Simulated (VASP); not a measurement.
Here is the system:

```
Sb
1.0
    3.89490    -2.16613    -0.02745
    3.89490     2.16613    -0.02745
    2.71531     0.00000     3.53415
Sb
2
Direct
  0.23554   0.23554   0.23554
  0.76446   0.76446   0.76446
```

Computed with PBEsol GGA, VASP's PBE PAW potentials (set 64) (plane waves; VASP). Settings: 480 eV cut-off, 8×8×8 Γ-centred mesh, Gaussian smearing of 0.050 eV, potentials Sb.

Unless said otherwise, spin-orbit coupling is left out, though it shifts the bands of the heavy elements here.

Each row applies one change to this cell, which was relaxed at other settings and keeps the small stress of the first row; at a fixed cut-off the stress holds a Pulay part, so it need not integrate to ΔE exactly. Stress is in GPa, positive when the cell is compressed.

| change | ΔE (meV/atom) | σxx | σyy | σzz | largest shear component, with its sign (GPa) | largest force (eV/Å) |
|---|---|---|---|---|---|---|
| none | 0.0 | -0.15 | -0.13 | -0.13 | -0.01 | 0.000 |
| uniaxial strain of -2.0 % along y | 3.2 | 0.44 | 1.94 | 1.14 | 0.38 | 0.086 |
| atom 2 (Sb) moved by -0.075 Å along y | 2.4 | -0.15 | 0.16 | -0.12 | -0.63 | 0.150 |
| biaxial strain of +0.5 % in the xz plane | 0.9 | -0.80 | -0.57 | -0.73 | 0.11 | 0.050 |
| atom 2 (Sb) moved by 0.200 Å along y | 20.2 | -0.01 | 1.49 | 0.35 | 1.78 | 0.576 |
| uniaxial strain of -1.0 % along y | 0.6 | 0.14 | 0.82 | 0.51 | 0.16 | 0.043 |
| biaxial strain of -4.0 % in the yz plane with the ions relaxed | (withheld) | (withheld) | (withheld) | (withheld) | (withheld) | (withheld) |
| uniaxial strain of +0.5 % along y | 0.3 | -0.28 | -0.62 | -0.44 | -0.09 | 0.020 |
| uniaxial strain of -3.0 % along z | (withheld) | (withheld) | (withheld) | (withheld) | (withheld) | (withheld) |

Problem. What belongs in the gaps?

Solution. 
- uniaxial strain of -3.0 % along z, ΔE (meV/atom): 6.5
- uniaxial strain of -3.0 % along z, σxx: 1.33
- uniaxial strain of -3.0 % along z, σyy: 1.70
- uniaxial strain of -3.0 % along z, σzz: 2.46
- uniaxial strain of -3.0 % along z, largest shear component, with its sign (GPa): -0.06
- uniaxial strain of -3.0 % along z, largest force (eV/Å): 0.148
- biaxial strain of -4.0 % in the yz plane with the ions relaxed, ΔE (meV/atom): 37.0
- biaxial strain of -4.0 % in the yz plane with the ions relaxed, σxx: 3.00
- biaxial strain of -4.0 % in the yz plane with the ions relaxed, σyy: 5.67
- biaxial strain of -4.0 % in the yz plane with the ions relaxed, σzz: 4.38
- biaxial strain of -4.0 % in the yz plane with the ions relaxed, largest shear component, with its sign (GPa): 0.82
- biaxial strain of -4.0 % in the yz plane with the ions relaxed, largest force (eV/Å): 0.002

Failed runs are left out, and for metals the shear rows, which the mesh's noise covers.

The compound is Sb in the a7 structure.
